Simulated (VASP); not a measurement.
Calculation: optB88-vdW, VASP's PBE PAW potentials (set 64) (plane waves; VASP).

Input for VASP

KPOINTS:
```
Regular mesh
0
Gamma
  11 11 9
```

**INCAR**
```
AGGAC=0.0
PARAM2=0.22
ISMEAR=1
LWAVE=F
LREAL=F
LCHARG=F
NSW=30
PREC=Accurate
ISIF=4
IBRION=2   ! conjugate gradients
LASPH=T   ! aspherical one-centre terms
SYSTEM=MgB2
PARAM1=0.1833333333
EDIFF=1E-7
GGA=BO
SIGMA=0.1
NELM=100
LUSE_VDW=T
ENCUT=520   ! plane-wave cut-off (eV)
EDIFFG=-0.01   ! ionic stop
ALGO=Normal   ! blocked Davidson
```

POSCAR:
```
MgB2
1
    1.5547859077    -2.6929676899     0.0000000000
    1.5547859077     2.6929676899     0.0000000000
    0.0000000000     0.0000000000     3.5167893119
Mg B
1 2
Direct
  0.0000000000   0.0000000000   0.0000000000
  0.3333330000   0.6666670000   0.5000000000
  0.6666670000   0.3333330000   0.5000000000
```

POTCAR, in this order: Mg B (PBE.64 set). Program: vasp_std.

The run wrote:

### OUTCAR
```
 ion  position               nearest neighbor table
   1  0.000  0.000  0.000-   2 2.51   3 2.51   2 2.51   3 2.51   3 2.51   3 2.51   2 2.51   2 2.51
                             3 2.51   3 2.51   2 2.51   2 2.51
   2  0.333  0.667  0.500-   3 1.80   3 1.80   3 1.80   1 2.51   1 2.51   1 2.51   1 2.51   1 2.51
                             1 2.51
   3  0.667  0.333  0.500-   2 1.80   2 1.80   2 1.80   1 2.51   1 2.51   1 2.51   1 2.51   1 2.51
                             1 2.51
  LATTYP: Found a hexagonal cell.
 ALAT       =     3.1095713849
 C/A-ratio  =     1.1309562884
 Subroutine PRICEL returns:
 Original cell was already a primitive cell.
 Subroutine GETGRP returns: Found 24 space group operations
The static configuration has the point symmetry D_6h.
The dynamic configuration has the point symmetry D_6h.
 Subroutine INISYM returns: Found 24 space group operations
 Subroutine IBZKPT returns following result:
 Found     80 irreducible k-points:

 Following reciprocal coordinates:
            Coordinates               Weight
  0.000000  0.000000  0.000000      1.000000
  0.090909  0.000000  0.000000      6.000000
  0.181818  0.000000  0.000000      6.000000
  0.272727  0.000000  0.000000      6.000000
  0.363636  0.000000  0.000000      6.000000
  0.454545  0.000000  0.000000      6.000000
  0.090909  0.090909  0.000000      6.000000
  0.181818  0.090909  0.000000     12.000000
  0.272727  0.090909  0.000000     12.000000
  0.363636  0.090909  0.000000     12.000000
  0.454545  0.090909  0.000000      6.000000
  0.181818  0.181818  0.000000      6.000000
  0.272727  0.181818  0.000000     12.000000
  0.363636  0.181818  0.000000     12.000000
  0.272727  0.272727  0.000000      6.000000
  0.363636  0.272727  0.000000      6.000000
  0.000000  0.000000  0.111111      2.000000
  0.090909  0.000000  0.111111     12.000000
  0.181818  0.000000  0.111111     12.000000
...
```

OSZICAR:
```
       N       E                     dE             d eps       ncg     rms          rms(c)
DAV:   1     0.867865011840E+01    0.86787E+01   -0.39563E+03  1352   0.843E+02
DAV:   2    -0.138607322336E+02   -0.22539E+02   -0.21420E+02  1904   0.109E+02
DAV:   3    -0.141502662332E+02   -0.28953E+00   -0.28799E+00  1648   0.152E+01
DAV:   4    -0.141509051913E+02   -0.63896E-03   -0.63477E-03  1992   0.590E-01
DAV:   5    -0.141509059231E+02   -0.73177E-06   -0.73178E-06  1704   0.122E-02    0.523E+00
DAV:   6    -0.127058503920E+02    0.14451E+01   -0.24584E+00  1384   0.863E+00    0.256E+00
DAV:   7    -0.124561037640E+02    0.24975E+00   -0.14914E+00  1584   0.661E+00    0.799E-01
DAV:   8    -0.124544087289E+02    0.16950E-02   -0.16134E-01  1400   0.247E+00    0.522E-01
DAV:   9    -0.124461727975E+02    0.82359E-02   -0.32287E-02  1432   0.109E+00    0.598E-02
DAV:  10    -0.124462113165E+02   -0.38519E-04   -0.58795E-04  1880   0.201E-01    0.304E-02
DAV:  11    -0.124462188370E+02   -0.75205E-05   -0.74825E-05  1504   0.621E-02    0.870E-03
DAV:  12    -0.124462146252E+02    0.42118E-05   -0.13980E-05  1544   0.219E-02    0.940E-04
DAV:  13    -0.124462146481E+02   -0.22880E-07   -0.48428E-07  1832   0.557E-03
   1 F= -.12446215E+02 E0= -.12445630E+02  d E =-.124462E+02
       N       E                     dE             d eps       ncg     rms          rms(c)
DAV:   1    -0.124577717497E+02   -0.11557E-01   -0.16556E-01  1824   0.316E+00    0.255E-01
DAV:   2    -0.124541764703E+02    0.35953E-02   -0.85414E-03  1712   0.573E-01    0.821E-02
DAV:   3    -0.124538517078E+02    0.32476E-03   -0.11349E-03  1664   0.191E-01    0.259E-02
DAV:   4    -0.124538380244E+02    0.13683E-04   -0.65800E-05  1744   0.670E-02    0.328E-03
DAV:   5    -0.124538375476E+02    0.47681E-06   -0.11855E-06  1608   0.895E-03    0.122E-03
DAV:   6    -0.124538376274E+02   -0.79789E-07   -0.78960E-08  1240   0.356E-03
   2 F= -.12453838E+02 E0= -.12453753E+02  d E =-.762298E-02
       N       E                     dE             d eps       ncg     rms          rms(c)
DAV:   1    -0.124546394573E+02   -0.80191E-03   -0.13108E-02  1752   0.893E-01    0.743E-02
DAV:   2    -0.124543506024E+02    0.28885E-03   -0.67344E-04  1744   0.161E-01    0.292E-02
DAV:   3    -0.124543148173E+02    0.35785E-04   -0.13937E-04  1624   0.646E-02    0.837E-03
DAV:   4    -0.124543138369E+02    0.98041E-06   -0.63257E-06  1616   0.202E-02    0.113E-03
DAV:   5    -0.124543137794E+02    0.57547E-07   -0.17872E-07  1528   0.289E-03
   3 F= -.12454314E+02 E0= -.12454302E+02  d E =-.809913E-02
```

File OUTCAR:
```
------------------------ aborting loop because EDIFF is reached ----------------------------------------
  FORCE on cell =-STRESS in cart. coord.  units (eV):
  Direction    XX          YY          ZZ          XY          YZ          ZX
  --------------------------------------------------------------------------------------
  Total       -0.6924511     -0.6924508     -0.6804029     -0.0000000      0.0000000      0.0000000
  in kB      -37.6722517    -37.6722384    -37.0167811     -0.0000000      0.0000000      0.0000000
  external PRESSURE =     -37.4537571 kB  Pullay stress =       0.0000000 kB
  volume of cell :       29.45
      direct lattice vectors                 reciprocal lattice vectors
     1.543990379 -2.674269312  0.000000000     0.323836215 -0.186966959  0.000000000
     1.543990379  2.674269312 -0.000000000     0.323836215  0.186966959  0.000000000
    -0.000000000  0.000000000  3.566139754    -0.000000000  0.000000000  0.280415258
 POSITION                                       TOTAL-FORCE (eV/Angst)
 -----------------------------------------------------------------------------------
     -0.00000      0.00000      3.56614        -0.000000     -0.000000      0.000000
      1.54399      0.89142      1.78307        -0.000000     -0.000000     -0.000000
      1.54399     -0.89142      1.78307         0.000000      0.000000      0.000000
 -----------------------------------------------------------------------------------
    total drift:                                0.000000     -0.000000      0.000000
  FREE ENERGIE OF THE ION-ELECTRON SYSTEM (eV)
  ---------------------------------------------------
  free  energy   TOTEN  =       -12.4543137794 eV

  energy  without entropy=      -12.4542783995  energy(sigma->0) =      -12.45430199

 reached required accuracy - stopping structural energy minimisation
```
(Selected blocks of OUTCAR.)

File CONTCAR:
```
MgB2
   1.00000000000000
     1.5439903785917455   -2.6742693123919206    0.0000000000000000
     1.5439903785917455    2.6742693123919206   -0.0000000000000000
    -0.0000000000000000    0.0000000000000000    3.5661397539293791
  Mg              B
     1     2
Direct
     0.0000000000000000    0.0000000000000000    1.0000000000000000
     0.3333330000000032    0.6666669999999968    0.5000000000000000
     0.6666669999999968    0.3333330000000032    0.5000000000000000
```

The compound is MgB2 in the AlB2 type structure. This cell is one point of a volume scan, at 1.03 of the reference volume. Symmetry was kept, so distortions that lower it aren't found.
